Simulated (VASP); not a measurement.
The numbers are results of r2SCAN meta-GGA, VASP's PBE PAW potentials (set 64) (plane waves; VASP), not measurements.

VASP ran on this input.

### POSCAR
```
CoAl
1
    2.8600000000     0.0000000000     0.0000000000
    0.0000000000     2.8600000000     0.0000000000
    0.0000000000     0.0000000000     2.8600000000
Al Co
1 1
Direct
  0.5000000000   0.5000000000   0.5000000000
  0.0000000000   0.0000000000   0.0000000000
```

File KPOINTS:
```
Automatic mesh
0
gamma
  11 11 11
```

INCAR:
```
SYSTEM = CoAl
PREC = Accurate; ENCUT = 400; LREAL = .FALSE.
LASPH = .TRUE.
EDIFF = 1E-6; NELM = 100; ALGO = Normal
LMAXMIX = 4; LMIXTAU = .TRUE.
ISMEAR = 1; SIGMA = 0.1
METAGGA = R2SCAN
IBRION = 2; NSW = 60; ISIF = 3
EDIFFG = -0.01
LWAVE = .FALSE.; LCHARG = .FALSE.
```

POTCAR, in this order: Al Co (PBE.64 set). Program: vasp_std.

What VASP printed:

**OSZICAR**
```
       N       E                     dE             d eps       ncg     rms          rms(c)
DAV:   1     0.213092767490E+02    0.21309E+02   -0.47187E+03  1144   0.105E+03
DAV:   2    -0.231325520566E+02   -0.44442E+02   -0.41892E+02  1138   0.180E+02
DAV:   3    -0.242852826471E+02   -0.11527E+01   -0.11458E+01  1306   0.385E+01
DAV:   4    -0.243053555971E+02   -0.20073E-01   -0.20067E-01  1416   0.458E+00
DAV:   5    -0.243059887102E+02   -0.63311E-03   -0.63311E-03  1324   0.755E-01    0.137E+01
DAV:   6    -0.261836548773E+02   -0.18777E+01   -0.85741E+01  1246   0.147E+02    0.196E+01
DAV:   7    -0.210313688813E+02    0.51523E+01   -0.35170E+01  1240   0.847E+01    0.210E+00
DAV:   8    -0.210699066175E+02   -0.38538E-01   -0.47503E-01  1310   0.856E+00    0.200E+00
DAV:   9    -0.210605308177E+02    0.93758E-02   -0.27163E-01  1272   0.899E+00    0.719E-01
DAV:  10    -0.210510785069E+02    0.94523E-02   -0.45649E-02  1264   0.357E+00    0.185E-01
DAV:  11    -0.210559696561E+02   -0.48911E-02   -0.26725E-03  1204   0.651E-01    0.122E-01
DAV:  12    -0.210559658428E+02    0.38133E-05   -0.10198E-04  1608   0.124E-01    0.247E-02
DAV:  13    -0.210559697042E+02   -0.38614E-05   -0.23381E-05  1238   0.728E-02    0.112E-02
DAV:  14    -0.210559722751E+02   -0.25709E-05   -0.94298E-06  1160   0.417E-02    0.618E-03
DAV:  15    -0.210559745888E+02   -0.23137E-05   -0.92581E-07   590   0.107E-02    0.344E-03
DAV:  16    -0.210559747511E+02   -0.16230E-06   -0.76072E-08   560   0.524E-03
   1 F= -.21055975E+02 E0= -.21056137E+02  d E =-.210560E+02
       N       E                     dE             d eps       ncg     rms          rms(c)
DAV:   1    -0.223102783091E+02   -0.12543E+01   -0.18071E+01  1218   0.746E+01    0.101E+01
DAV:   2    -0.233813024121E+02   -0.10710E+01   -0.41894E+01  1260   0.102E+02    0.118E+01
DAV:   3    -0.210773681432E+02    0.23039E+01   -0.17821E+01  1238   0.636E+01    0.170E+00
DAV:   4    -0.210685187319E+02    0.88494E-02   -0.11824E-01  1146   0.315E+00    0.113E+00
DAV:   5    -0.210561476999E+02    0.12371E-01   -0.43942E-02  1478   0.256E+00    0.279E-01
DAV:   6    -0.210560519236E+02    0.95776E-04   -0.20815E-03  1252   0.744E-01    0.125E-01
DAV:   7    -0.210561821643E+02   -0.13024E-03   -0.10375E-04  1156   0.114E-01    0.916E-02
DAV:   8    -0.210561474767E+02    0.34688E-04   -0.68172E-05  1232   0.125E-01    0.175E-02
DAV:   9    -0.210561800762E+02   -0.32599E-04   -0.47495E-05  1242   0.972E-02    0.688E-03
DAV:  10    -0.210561809847E+02   -0.90856E-06   -0.16984E-06   626   0.222E-02
   2 F= -.21056181E+02 E0= -.21056393E+02  d E =-.206234E-03
       N       E                     dE             d eps       ncg     rms          rms(c)
DAV:   1    -0.214002048261E+02   -0.34402E+00   -0.46584E+00  1204   0.390E+01    0.498E+00
DAV:   2    -0.217652990682E+02   -0.36509E+00   -0.12166E+01  1322   0.527E+01    0.639E+00
DAV:   3    -0.210852147811E+02    0.68008E+00   -0.44397E+00  1292   0.333E+01    0.753E-01
DAV:   4    -0.210824869900E+02    0.27278E-02   -0.16188E-02  1130   0.132E+00    0.466E-01
DAV:   5    -0.210800811751E+02    0.24058E-02   -0.10100E-02  1476   0.123E+00    0.646E-02
DAV:   6    -0.210801037914E+02   -0.22616E-04   -0.90613E-04  1236   0.550E-01    0.428E-02
DAV:   7    -0.210800589649E+02    0.44826E-04   -0.36226E-04  1222   0.307E-01    0.201E-02
DAV:   8    -0.210800622031E+02   -0.32381E-05   -0.58740E-05  1246   0.118E-01    0.486E-03
DAV:   9    -0.210800648299E+02   -0.26269E-05   -0.24446E-06   666   0.218E-02    0.402E-03
DAV:  10    -0.210800645598E+02    0.27014E-06   -0.25135E-06   598   0.295E-02
   3 F= -.21080065E+02 E0= -.21080254E+02  d E =-.240898E-01
```

### OUTCAR
```
------------------------ aborting loop because EDIFF is reached ----------------------------------------
  FORCE on cell =-STRESS in cart. coord.  units (eV):
  Direction    XX          YY          ZZ          XY          YZ          ZX
  --------------------------------------------------------------------------------------
  Total       -0.0176347     -0.0176347     -0.0176347     -0.0000000     -0.0000000     -0.0000000
  in kB       -1.2591736     -1.2591736     -1.2591736     -0.0000000     -0.0000000     -0.0000000
  external PRESSURE =      -1.2591736 kB  Pullay stress =       0.0000000 kB
  volume of cell :       22.44
      direct lattice vectors                 reciprocal lattice vectors
     2.820529696 -0.000000000 -0.000000000     0.354543333 -0.000000000  0.000000000
     0.000000000  2.820529696  0.000000000     0.000000000  0.354543333  0.000000000
    -0.000000000 -0.000000000  2.820529696     0.000000000 -0.000000000  0.354543333
 POSITION                                       TOTAL-FORCE (eV/Angst)
 -----------------------------------------------------------------------------------
      1.41026      1.41026      1.41026        -0.000000     -0.000000      0.000000
      0.00000      0.00000      0.00000         0.000000      0.000000      0.000000
 -----------------------------------------------------------------------------------
    total drift:                               -0.000000      0.000000      0.000000
  FREE ENERGIE OF THE ION-ELECTRON SYSTEM (eV)
  ---------------------------------------------------
  free  energy   TOTEN  =       -21.0800645598 eV

  energy  without entropy=      -21.0806324002  energy(sigma->0) =      -21.08025384

 reached required accuracy - stopping structural energy minimisation
```
(Selected blocks of OUTCAR.)

### CONTCAR
```
CoAl
   1.00000000000000
     2.8205296956805248   -0.0000000000000000   -0.0000000000000000
     0.0000000000000000    2.8205296956805248    0.0000000000000000
    -0.0000000000000000   -0.0000000000000000    2.8205296956805248
  Al              Co
     1     1
Direct
     0.5000000000000000    0.5000000000000000    0.5000000000000000
     0.0000000000000000    0.0000000000000000    0.0000000000000000
```

Energy and stress use the plane-wave basis of the starting cell.

The compound is CoAl in the CsCl type structure. This run relaxes it. Symmetry was kept, so distortions that lower it aren't found. The run is not spin-polarised, so no magnetic state was tried.
